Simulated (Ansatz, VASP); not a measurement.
# H19C13O12 (amorphous polycarbonate of ethylene at 300 K) in two plane-wave programs

One calculation is typed for both programs; each brings its own data sets. How far apart do they land? The cell is taken from a series of runs on this material, whose earlier steps may have relaxed, scaled, displaced or heated it; both programs get it as it stands.

Program: Ansatz 0.2.0. Level of theory: plane waves, with VASP 6.6.1 beside it; single point at PBE with D3(BJ). Results are calculated unless marked as measured.

### 1. Starting point

The cell holds 176 atoms: 52 C, 48 O and 76 H. Cell: a = 12.392 Å, b = 12.392 Å, c = 12.392 Å, α = 90.0°, β = 90.0°, γ = 90.0°. As first built, before any earlier steps moved the atoms (in the runner's words): 2 polycarbonate of ethylene chains of 8 units placed at random, at 1.28 g/cm^3; overlaps pushed apart, then 20 ps at 800 K with MMFF94 bonds, angles, torsions, charges and radii (Halgren, J. Comput. Chem. 17, 490 (1996)) in harmonic and 12-6 forms; charges of ions scaled by 0.8. Snapshot after 30 ps at 300 K and fixed volume. The cell carries charge −1.

### 2. Ansatz: single point, PBE with D3(BJ)

Ansatz runs on its default PAW (the set named soft_2) files.

With cell and atoms fixed, the geometry can't cause a difference; cores, projectors, grids and the points listed under the comparison can.

input.yaml

```yaml
crystal:
  lattice:
    - [12.39198, 0.0, 0.0]
    - [0.0, 12.39198, 0.0]
    - [0.0, 0.0, 12.39198]
  atoms:
    - { symbol: C, position: [0.46592, 0.9185, 0.73347] }
    - { symbol: O, position: [0.50959, 0.9021, 0.62615] }
    - { symbol: C, position: [0.61163, 0.93444, 0.61333] }
    - { symbol: O, position: [0.6699, 0.97448, 0.68139] }
    - { symbol: O, position: [0.63962, 0.9134, 0.50964] }
    - { symbol: C, position: [0.75187, 0.93349, 0.48449] }
    - { symbol: C, position: [0.82611, 0.85097, 0.53411] }
    - { symbol: O, position: [0.79922, 0.74645, 0.48921] }
    - { symbol: C, position: [0.84057, 0.66262, 0.54504] }
    - { symbol: O, position: [0.89849, 0.66888, 0.62371] }
    - { symbol: O, position: [0.80676, 0.57149, 0.49653] }
    - { symbol: C, position: [0.84671, 0.4727, 0.5449] }
    - { symbol: C, position: [0.79077, 0.44924, 0.65228] }
    - { symbol: O, position: [0.79869, 0.33568, 0.67807] }
    - { symbol: C, position: [0.89745, 0.30244, 0.70758] }
    - { symbol: O, position: [0.97936, 0.35665, 0.70892] }
    - { symbol: O, position: [0.88932, 0.19707, 0.73373] }
    - { symbol: C, position: [0.99033, 0.13966, 0.74267] }
    - { symbol: C, position: [0.02035, 0.08754, 0.63681] }
    - { symbol: O, position: [0.06374, 0.16523, 0.56129] }
    - { symbol: C, position: [0.99991, 0.19846, 0.47949] }
    - { symbol: O, position: [0.90641, 0.17239, 0.46357] }
    - { symbol: O, position: [0.05005, 0.27018, 0.41447] }
    - { symbol: C, position: [0.1642, 0.2927, 0.4285] }
    - { symbol: C, position: [0.18045, 0.38363, 0.50993] }
    - { symbol: O, position: [0.29393, 0.39509, 0.53515] }
    - { symbol: C, position: [0.35205, 0.45298, 0.46411] }
    - { symbol: O, position: [0.31856, 0.49408, 0.38141] }
    - { symbol: O, position: [0.45439, 0.4559, 0.50042] }
    - { symbol: C, position: [0.52577, 0.52942, 0.44436] }
[... 140 atom lines left out ...]
    - { symbol: H, position: [0.55379, 0.99771, 0.13174] }
    - { symbol: H, position: [0.66506, 0.87556, 0.24059] }
    - { symbol: H, position: [0.6726, 0.78113, 0.13477] }
    - { symbol: H, position: [0.46498, 0.83452, 0.2611] }
    - { symbol: H, position: [0.47418, 0.74106, 0.15314] }
    - { symbol: H, position: [0.54469, 0.71641, 0.27492] }
total_charge: -1
kpoints:
  mp_grid: { grid: [1, 1, 1] }
hamiltonian:
  xc: pbe
  dispersion: d3bj
scf:
  occupations: { method: fermi_dirac, width: 0.01 }
  lower_state_search: "off"
output:
  forces: true
  stress: true
  populations: true
  dos:
    method: { smearing: { sigma: 0.1 } }
    de: 0.1
    projected: { site_lists: { C: [C], H: [H], O: [O] } }
  eigenvalues: true
  write_density: true
  write_potential: true
  volumetric_format: npy
magnetization:
  spin_polarized: true
  initial_magnetization: 1
```

Command:

```sh
> ansatz run input.yaml --threads 4 --pin off --max-ram 8192MiB --backend cpu --events-out ev --progress --plain --runs-dir out
```

Numbers of over 12 decimals in the logs are rounded to 6 here.

The program printed:

```text
Engine: ansatz 0.2.0, x86_64-unknown-linux-gnu
Pseudopotentials: kind: paw
Pseudopotential: C, paw, valence charge 4, recommended cutoff 420 eV (normal), C.paw.azcp
Pseudopotential: O, paw, valence charge 6, recommended cutoff 420 eV (normal), O.paw.azcp
Pseudopotential: H, paw, valence charge 1, recommended cutoff 420 eV (normal), H.paw.azcp
Functional definition: PBE
  parameter kappa = 0.804
  parameter beta = 0.066725
  exchange = pbe_x(kappa = kappa, mu = beta*pi^2/3)
  correlation = pbe_c(beta = beta)
Crystal: 176 atoms, lattice volume = 1902.927 Å³
Basis set: ecut = 420 eV, 37193 PW (Γ), exchange–correlation on 180×180×180 points (8 copies of the dense FFT grid, shifted against one another)
Bands: 463, of which v1, the nominal top of the filled ones, is band 287 counted from 1 (286 counted from 0)
Symmetry: 1 space group operations
Space group: P1 (ITA 1), of the structure as read, at distance tolerance 1.2e-4 Å
Magnetic group: BNS 1.1 (UNI 1), of the structure as read, at distance tolerance 1.2e-4 Å
k-points: 1
Non-local potential: C, projectors of the file, l = 0: 2, l = 1: 2, l = 2: 1
Non-local potential: O, projectors of the file, l = 0: 2, l = 1: 2, l = 2: 1
Non-local potential: H, projectors of the file, l = 0: 2, l = 1: 1
PAW form: soft (Blöchl's): semilocal exchange-correlation on the pseudo side does not see the compensation charge
PAW one-centre angular grid: C, 110 points (default); XC on 64 Gauss nodes
PAW one-centre angular grid: O, 110 points (default); XC on 64 Gauss nodes
PAW one-centre angular grid: H, 110 points (default); XC on 64 Gauss nodes
Initial density: superposition of atomic densities (chi_scale 0.1, normalization cell, long waves 11 % of neutral atoms scaled as one to the charged cell's electrons (reshape's long-wave potential 1.11 eV rms, cloud 0.97 Å wide))
Starting moments: Σ|m| = 1 μB on 176 of 176 sites
Initial wavefunctions: pseudopotential atomic-orbital guess
Functional: x = pbe(κ = 0.804, μ = 0.219515), c = pbe(β = 0.066725)
SCF iter   1: F=—  HF=-41565.028173 eV  |F-HF|=—  |Δ(HF+E_count)|=         —  Δρ=5.81e-2 (↑5.79e-2 ↓5.81e-2)  dr2=2.65e2  dr2_m=2.59e-2  M=1.000 μB ∫|m|=1.022 μB  β_m=1.00  ethr=3.10e-3  ⟨swp⟩=6.0  Hψ=4196  notcnv=0  defer=42
preconditioner: auto → Resta (q_TF=auto, 2.234 Å⁻¹)  ε∞=2.6  [insulator: Δε(μ)=0.428 eV  Ē_g=14.634 eV  σ=0.010 eV  W_gap=1.00  n_scr=364 (ndim 8)  ℏωp=18.5 eV  f_vac=0.147  D(μ)=0.00/eV (n_scr^D=0)  ε∞_Penn≈2.6]
spin=Collinear: Resta preconditioning applied to the charge; magnetization (m = ρ↑ − ρ↓) channel mixes plain (no charge-response kernel on spin).
SCF iter   2: F=—  HF=-41509.253076 eV  |F-HF|=—  |Δ(HF+E_count)|=         —  Δρ=3.65e-2 (↑3.65e-2 ↓3.65e-2)  dr2=9.26e1  dr2_m=2.95e-3  M=0.999 μB ∫|m|=1.037 μB  β_m=0.30  ethr=3.10e-3  ⟨swp⟩=3.0  Hψ=1599  notcnv=0  defer=341
Mixer restart at iter 2: flushing history
SCF iter   3: F=—  HF=-41490.715332 eV  |F-HF|=—  |Δ(HF+E_count)|=    1.85e1  Δρ=2.48e-2 (↑2.48e-2 ↓2.48e-2)  dr2=3.89e1  dr2_m=9.94e-3  M=0.902 μB ∫|m|=0.949 μB  β_m=0.30  ethr=3.10e-3  ⟨swp⟩=3.5  Hψ=1546  notcnv=0  defer=338
SCF iter   4: F=—  HF=-41477.728076 eV  |F-HF|=—  |Δ(HF+E_count)|=    1.30e1  Δρ=7.53e-3 (↑7.53e-3 ↓7.40e-3)  dr2=3.03e0  dr2_m=1.24e-2  M=0.680 μB ∫|m|=0.743 μB  β_m=0.30  ethr=3.10e-3  ⟨swp⟩=4.0  Hψ=2191  notcnv=0  defer=327
SCF iter   5: F=—  HF=-41477.163268 eV  |F-HF|=—  |Δ(HF+E_count)|=   5.65e-1  Δρ=2.72e-3 (↑2.72e-3 ↓2.70e-3)  dr2=4.06e-1  dr2_m=7.55e-3  M=0.917 μB ∫|m|=0.971 μB  β_m=0.30  ethr=5.29e-4  ⟨swp⟩=3.5  Hψ=1327  notcnv=0  defer=327
SCF iter   6: F=—  HF=-41477.227639 eV  |F-HF|=—  |Δ(HF+E_count)|=   6.44e-2  Δρ=1.21e-3 (↑1.21e-3 ↓1.21e-3)  dr2=9.26e-2  dr2_m=4.22e-3  M=0.963 μB ∫|m|=1.002 μB  β_m=0.30  ethr=7.08e-5  ⟨swp⟩=5.5  Hψ=1321  notcnv=0  defer=328
SCF iter   7: F=—  HF=-41477.270323 eV  |F-HF|=—  |Δ(HF+E_count)|=   4.27e-2  Δρ=7.21e-4 (↑7.21e-4 ↓6.34e-4)  dr2=2.23e-2  dr2_m=2.68e-3  M=0.974 μB ∫|m|=1.007 μB  β_m=0.30  ethr=1.62e-5  ⟨swp⟩=6.0  Hψ=1316  notcnv=0  defer=322
SCF iter   8: F=—  HF=-41477.286715 eV  |F-HF|=—  |Δ(HF+E_count)|=   1.64e-2  Δρ=4.06e-4 (↑4.06e-4 ↓3.30e-4)  dr2=5.54e-3  dr2_m=1.47e-3  M=0.976 μB ∫|m|=1.007 μB  β_m=0.30  ethr=3.89e-6  ⟨swp⟩=4.0  Hψ=1004  notcnv=0  defer=322
Mixer restart at iter 8: flushing history
spin-set hold released at iteration 8 (site moments contracting): the magnetisation degrees of freedom join the quasi-Newton model from the next iteration; the mixer history was flushed
SCF iter   9: F=—  HF=-41477.288816 eV  |F-HF|=—  |Δ(HF+E_count)|=   2.10e-3  Δρ=3.07e-4 (↑3.07e-4 ↓2.29e-4)  dr2=4.85e-3  dr2_m=8.35e-4  M=0.975 μB ∫|m|=1.007 μB  β_m=0.65  ethr=9.67e-7  ⟨swp⟩=3.0  Hψ=700  notcnv=0  defer=322
[...]
--- Löwdin populations: 176 sites ---
  site symbol       q [e]    m [muB]
     0      C      4.2399     0.0197
     1      O      6.2658     0.0003
     2      C      3.2980     0.0035
     3      O      6.4417     0.0012
     4      O      6.2907     0.0002
     5      C      4.0569     0.0031
     6      C      4.0690     0.0031
     7      O      6.2855     0.0003
     8      C      3.2997     0.0010
     9      O      6.4265     0.0006
    10      O      6.2758     0.0001
    11      C      4.0792     0.0014
    12      C      4.0696     0.0010
    13      O      6.2618     0.0004
    14      C      3.3027     0.0088
    15      O      6.4442     0.0036
    16      O      6.2777    -0.0008
    17      C      4.0662     0.0074
    18      C      4.0703     0.0235
    19      O      6.2887    -0.0005
    20      C      3.3158     0.0320
    21      O      6.4469     0.0106
    22      O      6.2809     0.0021
    23      C      4.0703     0.0020
[...]
168      H      0.7977     0.0150
   169      H      0.8050     0.0002
   170      H      0.7957     0.0007
   171      H      0.8324     0.0014
   172      H      0.8212     0.0018
   173      H      0.8056     0.0009
   174      H      0.8149     0.0022
   175      H      0.8239     0.0022
  spilling = 0.013441 (of n_electrons = 573.000000)
```

### 3. VASP: single point, PBE with D3(BJ)

The same cell, functional, mesh and smearing now go to VASP, with its own data sets.

Lines of VASP's logs that name or quote its potential files are left out, and so is its time.

INCAR

```
SYSTEM = H19C13O12
PREC = Accurate
ENCUT = 600
EDIFF = 1E-06
NELM = 200
ISMEAR = -1
SIGMA = 0.01
LREAL = Auto
ALGO = Normal
GGA = PE
IVDW = 12
NELECT = 573
NBANDS = 409
ISPIN = 2
MAGMOM = 0 0 0 0 0 0 0 0 0 0.01 0.01 0 0 0 0 0 0 0 0 0 0 0 0 0 0 0 0 0 0 0 0.01 0 0 0 0 0 0 0 0 0 0 0 0 0 0 0 0 0 0 0 0 0 0 0 0 0 0 0 0 0 -0 0 0.01 0 0 0 0 0 0 0 0 0 0 0 0 0 -0 0 0 0 0.01 0 0 0 0 0 0 0 0 0 0 0 0 0 0 0 0 0 0 0 0 0 0 0 0 0 0 0 0 0 0 0 0 0 -0 0 -0 0 0 0 0 0 0 0 0 0 0 0 0 0 0 0 0 0 0 0 0 0 0 0 0 0 0 0 0 0 0 0 0 0 0 0 0 0 0 0 0 0 0 0 0 0 -0 0 0 0 0 -0 0 0 0 0 0 0 0 0
LORBIT = 11
LWAVE = .FALSE.
LCHARG = .FALSE.
ISIF = 2
LASPH = .TRUE.
GGA_COMPAT = .FALSE.
```

POSCAR

```
H19C13O12
1.0
   12.3919800000      0.0000000000      0.0000000000
    0.0000000000     12.3919800000      0.0000000000
    0.0000000000      0.0000000000     12.3919800000
C O H
52 48 76
Direct
    0.4659200000      0.9185000000      0.7334700000
    0.6116300000      0.9344400000      0.6133300000
    0.7518700000      0.9334900000      0.4844900000
    0.8261100000      0.8509700000      0.5341100000
    0.8405700000      0.6626200000      0.5450400000
    0.8467100000      0.4727000000      0.5449000000
    0.7907700000      0.4492400000      0.6522800000
    0.8974500000      0.3024400000      0.7075800000
    0.9903300000      0.1396600000      0.7426700000
    0.0203500000      0.0875400000      0.6368100000
    0.9999100000      0.1984600000      0.4794900000
    0.1642000000      0.2927000000      0.4285000000
    0.1804500000      0.3836300000      0.5099300000
    0.3520500000      0.4529800000      0.4641100000
    0.5257700000      0.5294200000      0.4443600000
    0.5313700000      0.6375500000      0.5008300000
    0.5256500000      0.6181300000      0.6912200000
    0.5404300000      0.5910200000      0.8784700000
    0.6277300000      0.5771800000      0.9621200000
    0.6640400000      0.3899600000      0.9734800000
    0.6990600000      0.2040800000      0.9415100000
    0.6160900000      0.1649300000      0.8604600000
    0.4516900000      0.2629400000      0.8757500000
    0.2865100000      0.3512000000      0.9158700000
    0.3017700000      0.4241500000      0.0133000000
    0.2678600000      0.3726700000      0.1199700000
    0.8523500000      0.4173400000      0.1874100000
    0.7288700000      0.2983300000      0.2672300000
    0.6115600000      0.1666900000      0.3379900000
    0.5002700000      0.2130100000      0.3135400000
[... 140 atom lines left out ...]
    0.5537900000      0.9977100000      0.1317400000
    0.6650600000      0.8755600000      0.2405900000
    0.6726000000      0.7811300000      0.1347700000
    0.4649800000      0.8345200000      0.2611000000
    0.4741800000      0.7410600000      0.1531400000
    0.5446900000      0.7164100000      0.2749200000
```

KPOINTS

```
Automatic mesh
0
Gamma
1 1 1
0 0 0
```

PAW data sets: C, O and H (PBE family, release 64).

Command:

```sh
> export OMP_NUM_THREADS=3
> mpirun -np 1 vasp_gam
```

The program printed:

```text
[banner, memory and clock lines left out]
running    1 mpi-ranks, on    1 nodes
[...]
Offloading initialized ...    1 GPUs detected
[...]
LDA part: xc-table for (Slater+PW92), standard interpolation
 POSCAR, INCAR and KPOINTS ok, starting setup
[...]
entering main loop
       N       E                     dE             d eps       ncg     rms          rms(c)
DAV:   1     0.515651827472E+04    0.51565E+04   -0.34103E+05  1668   0.149E+03
DAV:   2    -0.590365408755E+03   -0.57469E+04   -0.54744E+04  2062   0.340E+02
DAV:   3    -0.113690722907E+04   -0.54654E+03   -0.54116E+03  2008   0.110E+02
DAV:   4    -0.114950006526E+04   -0.12593E+02   -0.12504E+02  2032   0.178E+01
DAV:   5    -0.114984663375E+04   -0.34657E+00   -0.34572E+00  2040   0.276E+00BRMIX: very serious problems
 the old and the new charge density differ
 old charge density:   572.00000 new  573.00000
    0.574E+01
DAV:   6    -0.108098701966E+04    0.68860E+02   -0.15589E+02  1928   0.200E+01    0.279E+01
DAV:   7    -0.107201740441E+04    0.89696E+01   -0.23351E+01  2024   0.813E+00    0.141E+01
DAV:   8    -0.107032424525E+04    0.16932E+01   -0.57787E+00  1992   0.445E+00    0.384E+00
DAV:   9    -0.107029918425E+04    0.25061E-01   -0.78539E-01  1976   0.206E+00    0.153E+00
[...]
DAV:  19    -0.107032766393E+04   -0.51767E-05   -0.37820E-05  1920   0.138E-02    0.615E-03
DAV:  20    -0.107032766640E+04   -0.24668E-05   -0.10408E-05  1808   0.623E-03    0.378E-03
DAV:  21    -0.107032766715E+04   -0.75207E-06   -0.24417E-06  1328   0.322E-03
   1 F= -.10794641E+04 E0= -.10794632E+04  d E =-.180710E-02  mag=     0.9637
```

OUTCAR, selected parts (step 3):

```text
 magnetization (x)
# of ion       s       p       d       tot
------------------------------------------
    1        0.005   0.005   0.000   0.010
    2        0.000   0.001   0.000   0.001
    3        0.000   0.001   0.000   0.001
    4        0.001   0.001   0.000   0.002
    5        0.000   0.000   0.000   0.000
    6        0.000   0.000   0.000   0.001
[...]
174       -0.000   0.000   0.000   0.000
  175        0.000   0.000   0.000   0.000
  176        0.000   0.000   0.000   0.000
--------------------------------------------------
tot          0.060   0.172   0.000   0.233
```

The cell is charged against a uniform background.

The run ends at a pressure of 0.71 GPa, with forces up to 0.49 eV/Å.

### 4. Differences

Known differences besides the potentials themselves: VASP starts from the moments at which Ansatz ended; the cutoff is 420 eV in Ansatz and 600 eV in VASP (PREC = Accurate, projectors in real space). Total energies have different zeros and are not compared.

Compared:

```tsv
quantity	Ansatz	VASP	difference
total moment (μB)	0.96	0.96	0.00
```

Forces on 7 of the 176 atoms, those with the largest forces and the largest differences (eV/Å; atoms numbered as in POSCAR):

```tsv
atom	Ansatz x, y, z	VASP x, y, z
O57	-0.010, 0.000, -0.002	0.268, 0.032, 0.378
O63	0.003, 0.003, -0.006	-0.442, -0.121, -0.079
O66	0.001, 0.000, -0.003	-0.156, 0.195, -0.387
O69	-0.019, 0.002, 0.004	-0.495, -0.013, 0.015
O78	0.001, 0.005, 0.000	-0.097, 0.302, 0.342
O84	-0.009, -0.009, -0.002	-0.186, -0.181, 0.401
O99	0.000, 0.000, 0.001	-0.235, -0.353, -0.185
```

The forces differ by 103 meV/Å r.m.s., where the r.m.s. force is 0.005 eV/Å in Ansatz and 0.103 eV/Å in VASP: the atoms lie near their places of rest in Ansatz, so a percentage would say little (all taken over all components). The cell carries a charge of -1 e against a uniform background, so its pressure also hangs on how the neutralising background is counted, and in a defect's cell a gap may be the spacing between its levels.

### 5. Results

| Item | Value |
| --- | --- |
| r.m.s. force difference (single point, PBE with D3(BJ)) | 103 meV/Å |

The r.m.s. force difference is 103 meV/Å (single point, PBE with D3(BJ)), beyond the 12 meV/Å picked in this series as the mark of a large difference. What causes the difference of the single point, PBE with D3(BJ) pair stays open here. How closely two codes agree says nothing of how well the functional describes the real material.

[Lines on the potential files, build, host, timing and source positions are cut from VASP's logs without a mark.]

[Logs are printed without paths, hosts, clocks, repeated set-up lines and the standing remarks that a program may print on its own settings, such as how far it seeks lower states.]

[Hosts, paths, dates, database ids (printed as entryN), source tags and the programs' standing remarks are cut or masked in the printed files.]

[The MMFF94 radii named for the starting cell were scaled by 0.96; in molecules described by MMFF94, hydrogen bound to N, O or S took a small fixed 12-6 site in their place.]
